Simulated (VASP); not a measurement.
Set up this calculation in VASP 6.6.1, as the native input.

```
Task                   : relaxation of cell and atoms
Functional             : PBE
Potentials or basis    : VASP PAW PBE potentials, release 64 (Se, Bi_d)
Cutoff                 : 600 eV
k mesh                 : 12 × 12 × 1
Occupations            : gaussian, width 0.03 eV
Spin                   : no spin polarisation
Dipole correction      : no
Further INCAR settings : ALGO = Normal; EDIFF = 1e-07; IBRION = 2; EDIFFG = -0.005; NSW = 40; ISIF = 3
```

The structure of Bi2Se3 lies in POSCAR:

```
Bi2Se3
1.0
    4.1400000000      0.0000000000      0.0000000000
   -2.0700000000      3.5853451700      0.0000000000
    0.0000000000      0.0000000000     23.0200000000
Se Bi
3 2
Direct
    0.6666670000      0.3333330000      0.3475238900
    0.0000000000      0.0000000000      0.5000000000
    0.3333330000      0.6666670000      0.6524761100
    0.3333330000      0.6666670000      0.4161598600
    0.6666670000      0.3333330000      0.5838401400
```

The cell was built by a generator and needn't be a form met in nature.

The input as run:

INCAR

```
SYSTEM = Bi2Se3
PREC = Accurate
ENCUT = 600
EDIFF = 1E-7
ISMEAR = 0
SIGMA = 0.03
LREAL = .False.
LASPH = .True.
NELM = 120
ALGO = Normal
ISIF = 3
LWAVE = .False.
LCHARG = .False.
GGA = PE
IBRION = 2
NSW = 40
EDIFFG = -0.005
LATTICE_CONSTRAINTS = .TRUE. .TRUE. .FALSE.
KPAR = 2
```

KPOINTS

```
Automatic mesh
0
Gamma
  12 12 1
  0 0 0
```

Potentials or basis: VASP PAW PBE potentials, release 64 (Se, Bi_d).

Command:

```bash
$ cat potpaw_PBE.64/Se/POTCAR potpaw_PBE.64/Bi_d/POTCAR > POTCAR
$ mpirun -np 2 vasp_std > vasp.out
```

It gave:

```json
{"Relaxed volume": "69.85 Å³/atom", "Relaxed cell": "a = 4.186 Å, b = 4.186 Å, c = 23.020 Å, α = 90.00°, β = 90.00°, γ = 120.00°", "Space group after relaxing (to 0.05 Å)": "P-3m1 (No. 164)", "Energy gained by relaxing": "3.6 meV/atom", "Ionic steps": "14", "Largest force after relaxing": "0.005 eV/Å", "Band gap on the k mesh": "0.87 eV, indirect (least direct gap 1.27 eV)"}
```

Caveat: spin-orbit coupling is left out, which as a rule narrows the gap of such compounds by several tenths of an eV.

Run time: 12 min on 2 MPI ranks on AMD EPYC 9R45 96-Core Processor (Zen 5) (shared host), peak memory 0.7 GiB a rank.
